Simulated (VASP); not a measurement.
CdTe:

```xyz
2
Lattice="0.0000 3.2050 3.2050 3.2050 0.0000 3.2050 3.2050 3.2050 0.0000" Properties=species:S:1:pos:R:3 pbc="T T T"
Cd    0.0000    0.0000    0.0000
Te    1.6025    1.6025    1.6025
```

| Property | Result |
| --- | --- |
| Program | VASP 6.6.1 |
| Task | relaxation of cell and atoms |
| Functional | PBE |
| Potentials or basis | VASP PAW PBE potentials, release 64 (Cd, Te) |
| Cutoff | 600 eV |
| k mesh | 8 × 8 × 8 |
| Occupations | gaussian, width 0.02 eV |
| Spin | no spin polarisation |

At the start: pressure 4.4 GPa; volume 32.92 Å³/atom.

Problem. How do energy, volume and symmetry change on relaxing?

Solution. Over 14 steps the energy falls by 42.0 meV/atom and the volume is 36.29 Å³/atom (+10.2 %); space group F-43m (No. 216, to 0.05 Å).

Step by step:
```tsv
step	energy change (eV)	largest force (eV/Å)	pressure (GPa)	volume (Å³)
1	0.0000	0.0000	4.35	65.84
2	-0.0777	0.0000	-0.93	74.74
3	-0.0840	0.0000	-0.04	72.61
4	-0.0839	0.0000	0.10	72.47
5	-0.0839	0.0000	0.10	72.47
6	-0.0839	0.0000	0.09	72.49
7	-0.0839	0.0000	0.07	72.49
8	-0.0839	0.0000	0.08	72.49
9	-0.0839	0.0000	0.08	72.49
10	-0.0839	0.0000	0.08	72.49
11	-0.0839	0.0000	0.07	72.50
12	-0.0839	0.0000	0.07	72.51
13	-0.0839	0.0000	0.07	72.54
14	-0.0839	0.0000	0.00	72.59
```

Final structure:
```
Cd Te
1.0
     0.00000    3.31088    3.31088
     3.31088    0.00000    3.31088
     3.31088    3.31088    0.00000
Cd Te
1 1
Cartesian
  0.0000 0.0000 0.0000
  1.6554 1.6554 1.6554
```

Caveat: the volume moved by +10 % from the deposited cell, more than functionals usually miss.
